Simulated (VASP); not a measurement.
The input files of a VASP run:

KPOINTS:
```
kpoints
0
gamma
8 8 2
```

**INCAR**
```
SYSTEM = BPt2
PREC = Accurate
ENCUT = 400
EDIFF = 1E-6
NELM = 100
ALGO = Normal
LREAL = .FALSE.
LASPH = .TRUE.
ISMEAR = -1
SIGMA = 0.136
LMAXMIX = 6
LWAVE = .FALSE.
LCHARG = .FALSE.
ISIF = 2
```

File POSCAR:
```
BPt2
20.714440
  0.1413656367   0.0000000000   0.0000000000
 -0.0706828184   0.1224262399   0.0000000000
  0.0000000000   0.0000000000   0.5000000000
B Pt
2 4
Cartesian
  0.0706638754   0.0407361071   0.3755570000
  0.0000139952   0.0810395598   0.1245765000
  0.0714846443   0.0412965744   0.1930750000
 -0.0011037829   0.0822824310   0.3070415000
 -0.0007106451   0.0811475397   0.4419190000
  0.0717002975   0.0407766301   0.0578310000
```

POTCAR, in this order: B Pt (LDA.64 set). Program: vasp_std.

Task: Write an equivalent input for Ansatz.

Result: One equivalent input (not run):
Ansatz 0.2 input:
```yaml
crystal:
  lattice:
    - [2.9283100, 0.0000000, 0.0000000]
    - [-1.4641550, 2.5359910, 0.0000000]
    - [0.0000000, 0.0000000, 10.3572200]
  atoms:
    - { symbol: B, position: [0.6662360, 0.3327400, 0.7511140] }
    - { symbol: B, position: [0.3310720, 0.6619460, 0.2491530] }
    - { symbol: Pt, position: [0.6743310, 0.3373180, 0.3861500] }
    - { symbol: Pt, position: [0.3282410, 0.6720980, 0.6140830] }
    - { symbol: Pt, position: [0.3263870, 0.6628280, 0.8838380] }
    - { symbol: Pt, position: [0.6737330, 0.3330710, 0.1156620] }
kpoints:
  mp_grid: { grid: [8, 8, 2] }
hamiltonian:
  xc: lda
  pseudopotentials: { kind: paw }
scf:
  occupations: { method: fermi_dirac, width: 0.136 }
  max_iter: 100
output: { forces: true, stress: true, eigenvalues: true }
```
The two are equivalent in intent, not identical: each code has its own PAW files, so the cut-off isn't converted (ENCUT is set for VASP's; basis.ecutwfc is left out, and Ansatz then takes the one that its files recommend); Ansatz stops its SCF on the density residual and VASP on the energy change (EDIFF); Ansatz's lda is the Perdew-Wang form, while the LDA potentials of VASP carry Perdew-Zunger's.

The structure comes from a computed database's BPt2 entry; how it stands against other phases isn't given here. The cell was not relaxed at this level, atoms are displaced from their ideal sites. The k-mesh is coarse (spacing up to 0.31 per Å, 2π included), so the numbers may not be converged in it.
